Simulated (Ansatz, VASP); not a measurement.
## Cross-check of BAs between VASP and Ansatz

Wanted: the spread between two codes on one cell, functional and k mesh. The cell is taken from a series of runs on this material, whose earlier steps may have relaxed, scaled, displaced or heated it; both programs get it as it stands.

Main program and level: Ansatz 0.2.0; plane waves, with VASP 6.6.1 beside it; single point at r2SCAN, spin-orbit coupling.

## 1. Set-up

The structure is cubic, space group F-43m (No. 216). Conventional cell: a = 4.782 Å, b = 4.782 Å, c = 4.782 Å, α = 90.00°, β = 90.00°, γ = 90.00°. Nearest to B lie 4 As at 2.07 Å. Nearest to As lie 4 B at 2.07 Å. Farther neighbours are not listed.

Structure file:

```cif
data_structure
_symmetry_space_group_name_H-M 'P 1'
_symmetry_Int_Tables_number 1
_cell_length_a 3.3817
_cell_length_b 3.3817
_cell_length_c 3.3817
_cell_angle_alpha 60.000
_cell_angle_beta 60.000
_cell_angle_gamma 60.000
_cell_volume 27.35
loop_
_atom_site_label
_atom_site_type_symbol
_atom_site_fract_x
_atom_site_fract_y
_atom_site_fract_z
_atom_site_occupancy
B1 B 0.00000 0.00000 0.00000 1
As2 As 0.75000 0.75000 0.75000 1
```

## 2. VASP: single point, r2SCAN, spin-orbit coupling, pair 1

With cell and atoms fixed, the geometry can't cause a difference; cores, projectors, grids and the points listed under the comparison can.

Lines of VASP's logs that name or quote its potential files are left out, and so is its time.

INCAR reads:

```
SYSTEM = BAs
PREC = Accurate
ENCUT = 550
EDIFF = 1E-06
NELM = 200
ISMEAR = 0
SIGMA = 0.02
LREAL = .FALSE.
ALGO = Normal
METAGGA = R2SCAN
LASPH = .TRUE.
LNONCOLLINEAR = .TRUE.
MAGMOM = 0 0 0 0 0 0
NBANDS = 20
GGA_COMPAT = .FALSE.
LSORBIT = .TRUE.
LORBIT = 11
LWAVE = .FALSE.
LCHARG = .FALSE.
ISIF = 2
EFERMI = MIDGAP
LMIXTAU = .TRUE.
KPAR = 2
```

POSCAR reads:

```
BAs
1.0
    0.0000000000      2.3912138753      2.3912138753
    2.3912138753      0.0000000000      2.3912138753
    2.3912138753      2.3912138753      0.0000000000
B As
1 1
Direct
    0.0000000000      0.0000000000      0.0000000000
    0.7500000000      0.7500000000      0.7500000000
```

KPOINTS reads:

```
Automatic mesh
0
Gamma
8 8 8
0 0 0
```

Potentials, in the order of the species: B and As (PBE family, release 64).

The run is started by

```console
> mpirun -np 2 vasp_ncl
```

Numbers of over 12 decimals in the logs are rounded to 6 here.

Output:

```text
[banner, memory and clock lines left out]
running    2 mpi-ranks, on    1 nodes
 distrk:  each k-point on    1 cores,    2 groups
 distr:  one band on    1 cores,    1 groups

 POSCAR found type information on POSCAR B As
 POSCAR found :  2 types and       2 ions
|                                                                             |
|               ----> ADVICE to this user running VASP <----                  |
|                                                                             |
|     You enforced a specific xc type in the INCAR file but a different       |
|     [... a line on the potential file left out ...]
|     I HOPE YOU KNOW WHAT YOU ARE DOING!                                     |
|                                                                             |

 LDA part: xc-table for (None), standard interpolation
 POSCAR, INCAR and KPOINTS ok, starting setup
 FFT: planning ... GRIDC
 FFT: planning ... GRID_SOFT
 FFT: planning ... GRID
 WAVECAR not read
 entering main loop
       N       E                     dE             d eps       ncg     rms          rms(c)
DAV:   1     0.698486339525E+01    0.69849E+01   -0.35256E+03  1720   0.764E+02
DAV:   2    -0.225049247800E+02   -0.29490E+02   -0.26982E+02  2312   0.137E+02
DAV:   3    -0.238515577611E+02   -0.13466E+01   -0.13319E+01  2168   0.254E+01
DAV:   4    -0.238572493383E+02   -0.56916E-02   -0.56900E-02  2052   0.186E+00
DAV:   5    -0.238572625415E+02   -0.13203E-04   -0.13203E-04  2020   0.983E-02    0.496E+00
DAV:   6    -0.222069802513E+02    0.16503E+01   -0.44330E-01  1848   0.582E+00    0.285E+00
DAV:   7    -0.220486295615E+02    0.15835E+00   -0.13992E-01  1812   0.371E+00    0.831E-01
DAV:   8    -0.220306057429E+02    0.18024E-01   -0.16417E-01  1748   0.355E+00    0.418E-01
DAV:   9    -0.222275019735E+02   -0.19690E+00   -0.20284E-02  1912   0.126E+00    0.167E-01
DAV:  10    -0.222407338011E+02   -0.13232E-01   -0.17296E-03  1952   0.349E-01    0.148E-01
DAV:  11    -0.222595185147E+02   -0.18785E-01   -0.15985E-03  1812   0.440E-01    0.691E-02
DAV:  12    -0.222646212734E+02   -0.51028E-02   -0.30332E-03  1836   0.532E-01    0.251E-02
DAV:  13    -0.222646880890E+02   -0.66816E-04   -0.70476E-05  1984   0.746E-02    0.143E-02
DAV:  14    -0.222647036109E+02   -0.15522E-04   -0.22075E-05  1876   0.433E-02    0.498E-03
DAV:  15    -0.222647122664E+02   -0.86554E-05   -0.39377E-06  1904   0.216E-02    0.311E-03
DAV:  16    -0.222647127812E+02   -0.51479E-06   -0.21324E-07  1336   0.520E-03
   1 F= -.22264713E+02 E0= -.22264713E+02  d E =0.000000E+00  mag=     0.0000     0.0000    -0.0000
```

Parts of OUTCAR (step 2):

```text
ion  position               nearest neighbor table
   1  0.000  0.000  0.000-   2 2.07   2 2.07   2 2.07   2 2.07
   2  0.750  0.750  0.750-   1 2.07   1 2.07   1 2.07   1 2.07

  LATTYP: Found a face centered cubic cell.
 ALAT       =     4.7824277506

 Subroutine GETGRP returns: Found 24 space group operations
 (whereof 24 operations were pure point group operations)

The static configuration has the point symmetry T_d .

 Found     43 irreducible k-points:

   k-points           NKPTS =     43   k-points in BZ     NKDIM =     43   number of bands    NBANDS=     20

   dimension x,y,z NGX =    28 NGY =   28 NGZ =   28
   dimension x,y,z NGXF=    56 NGYF=   56 NGZF=   56

   ENCUT  =  550.0 eV  40.42 Ry    6.36 a.u.   6.47  6.47  6.47*2*pi/ulx,y,z

   NELECT =       8.0000    total number of electrons

 k-points in reciprocal lattice and weights: Automatic mesh
   0.00000000  0.00000000  0.00000000       0.002
   0.12500000  0.00000000  0.00000000       0.008
  -0.12500000  0.00000000  0.00000000       0.008
   0.25000000  0.00000000  0.00000000       0.008
  -0.25000000  0.00000000  0.00000000       0.008
   0.37500000  0.00000000  0.00000000       0.008
  -0.37500000  0.00000000  0.00000000       0.008
   0.50000000  0.00000000  0.00000000       0.008
   0.12500000  0.12500000  0.00000000       0.012
[...]
-0.37500000  0.50000000  0.12500000       0.023
  -0.25000000  0.50000000  0.25000000       0.012

 average (electrostatic) potential at core
       1 -28.1979       2 -53.3491

 E-fermi :   6.7121

 k-point     1 :       0.0000    0.0000    0.0000
  band No.  band energies     occupation
    ...
      4       5.8407      1.00000
      5       6.0532      1.00000
      6       6.0532      1.00000
      7       6.0532      1.00000
      8       6.0532      1.00000
      9       9.2957      0.00000
     10       9.2957      0.00000
     11       9.4970      0.00000
     12       9.4970      0.00000
     13       9.4970      0.00000
    ...

 k-point     2 :       0.1250    0.0000    0.0000
  band No.  band energies     occupation
    ...
      4       3.9135      1.00000
      5       5.4525      1.00000
      6       5.4525      1.00000
      7       5.5875      1.00000
      8       5.5893      1.00000
      9       9.6278      0.00000
     10       9.6278      0.00000
     11       9.9867      0.00000
     12       9.9867      0.00000
     13      10.1076      0.00000
    ...

 k-point     3 :      -0.1250    0.0000    0.0000
  band No.  band energies     occupation
    ...
      4       3.9135      1.00000
      5       5.4525      1.00000
      6       5.4525      1.00000
      7       5.5875      1.00000
      8       5.5893      1.00000
      9       9.6278      0.00000
     10       9.6278      0.00000
     11       9.9867      0.00000
     12       9.9867      0.00000
     13      10.1076      0.00000
    ...

  Total        0.0590578      0.0590578      0.0590578     -0.0000000     -0.0000000      0.0000000
  in kB        3.4602084      3.4602084      3.4602084     -0.0000000     -0.0000000      0.0000000
  external PRESSURE =       3.4602084 kB  Pullay stress =       0.0000000 kB

  energy-cutoff  :      550.00
  volume of cell :       27.35
      direct lattice vectors                 reciprocal lattice vectors
     0.000000000  2.391213875  2.391213875    -0.209098820  0.209098820  0.209098820
     2.391213875  0.000000000  2.391213875     0.209098820 -0.209098820  0.209098820
     2.391213875  2.391213875  0.000000000     0.209098820  0.209098820 -0.209098820

 POSITION                                       TOTAL-FORCE (eV/Angst)
 -----------------------------------------------------------------------------------
      0.00000      0.00000      0.00000        -0.000000     -0.000000     -0.000000
      3.58682      3.58682      3.58682         0.000000      0.000000      0.000000
 -----------------------------------------------------------------------------------
    total drift:                                0.000000      0.000000      0.000000

  FREE ENERGIE OF THE ION-ELECTRON SYSTEM (eV)
  ---------------------------------------------------
  free  energy   TOTEN  =       -22.2647127812 eV

  energy  without entropy=      -22.2647127812  energy(sigma->0) =      -22.26471278

 Spin-Orbit-Coupling matrix elements
 Ion:    1  E_soc:     -0.0000088
 Ion:    2  E_soc:     -0.0204612

 total charge
# of ion       s       p       d       tot
------------------------------------------
    1        0.668   1.163   0.000   1.831
    2        1.171   1.694   0.092   2.957
--------------------------------------------------
tot          1.840   2.857   0.092   4.788

 magnetization (x)
# of ion       s       p       d       tot
------------------------------------------
    1        0.000  -0.000   0.000  -0.000
    2        0.000  -0.000   0.000   0.000
--------------------------------------------------
tot          0.000  -0.000   0.000  -0.000

 magnetization (y)
# of ion       s       p       d       tot
------------------------------------------
    1        0.000  -0.000   0.000  -0.000
    2        0.000  -0.000  -0.000  -0.000
--------------------------------------------------
tot          0.000  -0.000  -0.000  -0.000

 magnetization (z)
# of ion       s       p       d       tot
------------------------------------------
    1        0.000  -0.000   0.000  -0.000
    2        0.000  -0.000   0.000   0.000
--------------------------------------------------
tot          0.000  -0.000   0.000   0.000

[... 3 further parts left out ...]
```

The run ends at a pressure of 0.35 GPa.

## 3. Ansatz: single point, r2SCAN, spin-orbit coupling, pair 1

Ansatz runs on its PAW fully relativistic soft_1 files.

The same cell, functional, mesh and smearing now go to Ansatz, which takes its cutoff from its data sets.

input.yaml reads:

```yaml
crystal:
  lattice:
    - [0.0, 2.3912138753, 2.3912138753]
    - [2.3912138753, 0.0, 2.3912138753]
    - [2.3912138753, 2.3912138753, 0.0]
  atoms:
    - { symbol: B, position: [0.0, 0.0, 0.0] }
    - { symbol: As, position: [0.75, 0.75, 0.75] }
kpoints:
  mp_grid: { grid: [8, 8, 8] }
hamiltonian:
  xc: r2scan
  pseudopotentials: { kind: paw_fr, azcp: { folder: soft_1 } }
scf:
  occupations: { method: gaussian, width: 0.02 }
output:
  forces: true
  stress: true
  eigenvalues: true
magnetization:
  noncollinear: true
  spin_orbit: true
```

The run is started by

```console
> ansatz run input.yaml --threads 4 --pin off --max-ram 9216MiB --backend cpu --events-out ev --progress --plain --runs-dir out
```

Output:

```text
Engine: ansatz 0.2.0, x86_64-unknown-linux-gnu
Pseudopotentials: kind: paw_fr
Pseudopotential: B, paw, valence charge 3, recommended cutoff 500 eV (meta_gga), soft_1/B.paw.azcp
Pseudopotential: As, paw, valence charge 15, recommended cutoff 500 eV (meta_gga), soft_1/As.paw.azcp
Functional definition: r2SCAN
  parameter k0 = 0.174
  parameter k1 = 0.065
  parameter a1 = 4.9479
  exchange = r2scan_x(k0 = k0, k1 = k1, a1 = a1)
  correlation = r2scan_c
non-collinear run that drives no moment, with spin-orbit: no starting moment large enough to seed its density (crystal.atoms[].spin), no starting occupations that ask for one, no magnetisation constraint and no magnetic field, so the semilocal B_xc is pinned to zero
Crystal: 2 atoms, lattice volume = 27.345 Å³
Basis set: ecut = 500 eV, 725 PW (Γ), exchange–correlation on 100×100×100 points (64 copies of the dense FFT grid, shifted against one another)
Bands: 26, of which v1, the nominal top of the filled ones, is band 18 counted from 1 (17 counted from 0)
Symmetry: 24 space group operations + 24 with time reversal
Magnetic group: BNS 216.75 (UNI 1577), of the structure as read, at distance tolerance 3.0e-5 Å
k-points: 29 of 512 (time reversal used)
Projection manifold: j_resolved (fully-relativistic pseudo-atomic orbitals)
Non-local potential: B, projectors of the file, resolved by j, l = 0: 2, l = 1: 4, l = 2: 2
Non-local potential: As, projectors of the file, resolved by j, l = 0: 2, l = 1: 4, l = 2: 6, l = 3: 2
PAW form: soft (Blöchl's): semilocal exchange-correlation on the pseudo side does not see the compensation charge
PAW frozen core: B, regenerated for the run's functional (the file was generated under x = pbe(κ = 0.804, μ = 0.219515), c = pbe(β = 0.066725))
PAW frozen core: As, regenerated for the run's functional (the file was generated under x = pbe(κ = 0.804, μ = 0.219515), c = pbe(β = 0.066725))
PAW one-centre angular grid: B, 302 points (default); XC on 224 Gauss nodes
PAW one-centre angular grid: As, 590 points (default); XC on 315 of its mesh's 2695 points in the sphere
Initial density: superposition of atomic densities (chi_scale 0.1, normalization cell, long waves kept (reshape's long-wave potential 0.00 eV rms))
Initial wavefunctions: pseudopotential atomic-orbital guess
Functional: x = r2scan, c = r2scan; τ floored in thin density (d = 2e-4 eV/Å³)
SCF iter   1: F=—  HF=-5018.649325 eV  |F-HF|=—  |Δ(HF+E_count)|=         —  Δρ=6.95e-2  dr2=1.62e0  dr2_τ=4.19e-2  dr2_m=0.00e0 (ungated)  ethr=3.10e-3  |M|=0.00e0 ∫|m|=0.00e0 μB  |m|>n=0.0e0 m-floor=0.0e0 τ_xc=0.0e0  β_m=0.30  ⟨swp⟩=7.1  Hψ=4080  notcnv=0
preconditioner: auto → none  [insulator: Δε(μ)=1.701 eV  Ē_g=13.217 eV  σ=0.020 eV  W_gap=1.00  n_scr=8 (ndim 8)  ℏωp=20.1 eV  f_vac=0.000  D(μ)=0.00/eV (n_scr^D=0)  ε∞_Penn≈3.3]
SCF iter   2: F=—  HF=-5018.371636 eV  |F-HF|=—  |Δ(HF+E_count)|=   2.78e-1  Δρ=3.80e-2  dr2=3.83e-1  dr2_τ=9.15e-4  dr2_m=0.00e0 (ungated)  ethr=3.10e-3  |M|=0.00e0 ∫|m|=0.00e0 μB  |m|>n=0.0e0 m-floor=0.0e0 τ_xc=0.0e0  β_m=0.43  ⟨swp⟩=2.2  Hψ=1267  notcnv=0  defer=86
SCF iter   3: F=—  HF=-5018.342276 eV  |F-HF|=—  |Δ(HF+E_count)|=   2.94e-2  Δρ=1.21e-2  dr2=2.67e-2  dr2_τ=2.76e-4  dr2_m=0.00e0 (ungated)  ethr=2.13e-3  |M|=0.00e0 ∫|m|=0.00e0 μB  |m|>n=0.0e0 m-floor=0.0e0 τ_xc=0.0e0  β_m=0.55  ⟨swp⟩=2.1  Hψ=953  notcnv=0  defer=86
SCF iter   4: F=—  HF=-5018.343657 eV  |F-HF|=—  |Δ(HF+E_count)|=   1.38e-3  Δρ=1.96e-3  dr2=7.36e-4  dr2_τ=3.95e-6  dr2_m=0.00e0 (ungated)  ethr=1.48e-4  |M|=0.00e0 ∫|m|=0.00e0 μB  |m|>n=0.0e0 m-floor=0.0e0 τ_xc=0.0e0  β_m=0.52  ⟨swp⟩=3.1  Hψ=1059  notcnv=0  defer=86
SCF iter   5: F=—  HF=-5018.343538 eV  |F-HF|=—  |Δ(HF+E_count)|=   1.19e-4  Δρ=6.68e-4  dr2=6.60e-5  dr2_τ=3.81e-7  dr2_m=0.00e0 (ungated)  ethr=4.09e-6  |M|=0.00e0 ∫|m|=0.00e0 μB  |m|>n=0.0e0 m-floor=0.0e0 τ_xc=0.0e0  β_m=0.73  ⟨swp⟩=2.0  Hψ=1332  notcnv=0  defer=86
SCF iter   6: F=—  HF=-5018.343564 eV  |F-HF|=—  |Δ(HF+E_count)|=   2.58e-5  Δρ=1.51e-4  dr2=7.43e-6  dr2_τ=7.95e-8  dr2_m=0.00e0 (ungated)  ethr=3.67e-7  |M|=0.00e0 ∫|m|=0.00e0 μB  |m|>n=0.0e0 m-floor=0.0e0 τ_xc=0.0e0  β_m=0.74  ⟨swp⟩=2.0  Hψ=986  notcnv=0  defer=86
SCF iter   7: F=—  HF=-5018.343561 eV  |F-HF|=—  |Δ(HF+E_count)|=   2.18e-6  Δρ=2.67e-5  dr2=1.64e-7  dr2_τ=2.69e-10  dr2_m=0.00e0 (ungated)  ethr=4.13e-8  |M|=0.00e0 ∫|m|=0.00e0 μB  |m|>n=0.0e0 m-floor=0.0e0 τ_xc=0.0e0  β_m=0.87  ⟨swp⟩=2.0  Hψ=856  notcnv=0  defer=86
SCF iter   8: F=-5018.343561 eV  HF=-5018.343561 eV  |F-HF|=1.81e-10  |Δ(HF+E_count)|=   9.66e-9  Δρ=1.23e-6  dr2=1.65e-10  dr2_τ=8.07e-12  dr2_m=0.00e0 (ungated)  ethr=5.56e-10  |M|=0.00e0 ∫|m|=0.00e0 μB  |m|>n=0.0e0 m-floor=0.0e0 τ_xc=0.0e0  ⟨swp⟩=10.0  Hψ=3438  notcnv=0
SCF 1 converged in 8 iterations: F = -5018.343561 eV  dr2 = 1.65e-10
  greatest PAW one-centre occupation: 0.999 electrons in one spin orbital (limit 2), on the As atom at site 1 (counted from 0), in its partial waves of l = 2
SCF converged after 8 iterations
Magnetization: |M| = 0.0000 μB,  M = (+0.0000, +0.0000, +0.0000) μB
Absolute magnetization: 0.0000 μB (∫|m|)
  site 0: m = (+0.0000, +0.0000, +0.0000) μB, |m| = 0.0000 μB  (R = 0.85 Å)
  site 1: m = (+0.0000, +0.0000, +0.0000) μB, |m| = 0.0000 μB  (R = 0.85 Å)
Free energy (F): -5018.343561 eV
Harris-Foulkes:  -5018.343561 eV  (|F-HF|=1.81e-10)
Internal energy: -5018.343561 eV  (E = F + TS)
E sigma→0 (E₀):  -5018.343561 eV
Fermi energy:    11.285308 eV
--- Per-component energies (eV) ---
  E_band       = -231.299878
  E_kinetic    = 146.460195
  E_local      = -1957.822871  (includes V_loc(G=0)·N_el)
  E_nonlocal   = -384.084345
  E_hartree    = 1103.151025
  E_xc         = -98.361911
  E_vxc        = -120.335201  (∫ρ·V_xc dr)
  E_paw        = -2102.410371  (= ΣΔE_a)
  E_vpaw       = -127.810724  (= ΣTr[D̂ρ^β])
  E_aug_tail   = 0.000018  (compensation charges beyond the density's cutoff)
  E_vtau       = 5.990520  (kinetic-family band-sum trace: ∫τ·v_τ [+ j·A + Jᵃ·Aᵃ] dr)
  E_ewald      = -1723.816353
  E_core_change = -1.458948  (= ΣΔE_core)
  E_smearing   = -0.000000  (= −TS)
  E_closure    = -0.000000  (closes the sum)
  Σ components = -5018.343561   (vs F -5018.343561, Δ=0.00e0)
--- Forces (eV/Å), atoms counted from 1 ---
  atom   1  B     -0.00000000     0.00000000    -0.00000000
  atom   2  As    -0.00000000     0.00000000    -0.00000000
  max |Σ_I F_I| component: 4.61e-16 eV/Å
--- Stress (GPa, compression-positive) ---
        0.001118      -0.000000      -0.000000
       -0.000000       0.001118       0.000000
       -0.000000       0.000000       0.001118
  P = ⅓ Tr σ = 0.0011 GPa (0.011 kbar)
--- Band table (eV; the first three rows and the last of 29) ---
  k-point 0: bands = [... 14 lower, 10.6265, 10.6265, 10.6265, 10.6265, 13.8637, 13.8637, 14.0633, 14.0633, ... 4 higher]
  k-point 1: bands = [... 14 lower, 10.0242, 10.0242, 10.1598, 10.1615, 14.1943, 14.1943, 14.5557, 14.5557, ... 4 higher]
  k-point 2: bands = [... 14 lower, 9.2658, 9.2658, 9.4064, 9.4085, 13.8898, 13.8898, 15.4076, 15.4076, ... 4 higher]
  k-point 28: bands = [... 14 lower, 4.7646, 4.9057, 5.1439, 5.1608, 16.2579, 16.2654, 17.0007, 17.0029, ... 4 higher]
```

The column dr2 measures how far the density is from self-consistency, as an energy; F and HF (Harris–Foulkes) agree once it is small.

The run ends at a pressure of 0.00 GPa.

## 4. Differences

Known differences besides the potentials themselves: spin-orbit coupling enters by fully relativistic files in Ansatz and inside the spheres in VASP; VASP keeps PBE cores, Ansatz makes them for the functional; the data sets hold 18 valence electrons in Ansatz (on its PAW fully relativistic soft_1 files) and 8 in VASP; the cutoff is 500 eV in Ansatz and 550 eV in VASP. Total energies have different zeros and are not compared.

Compared:

```tsv
quantity	Ansatz	VASP	difference
pressure (GPa)	0.00	0.35	-0.34
gap on the k mesh (eV)	1.318	1.318	0.000
```

A gap on the mesh is an upper bound, since the band edges may lie between its points.

(Continued in part 2 of 2.)

[Lines on the potential files, build, host, timing and source positions are cut from VASP's logs without a mark.]

[Logs are printed without paths, hosts, clocks, repeated set-up lines and the standing remarks that a program may print on its own settings, such as how far it seeks lower states.]

[Hosts, paths, dates, database ids (printed as entryN), source tags and the programs' standing remarks are cut or masked in the printed files.]
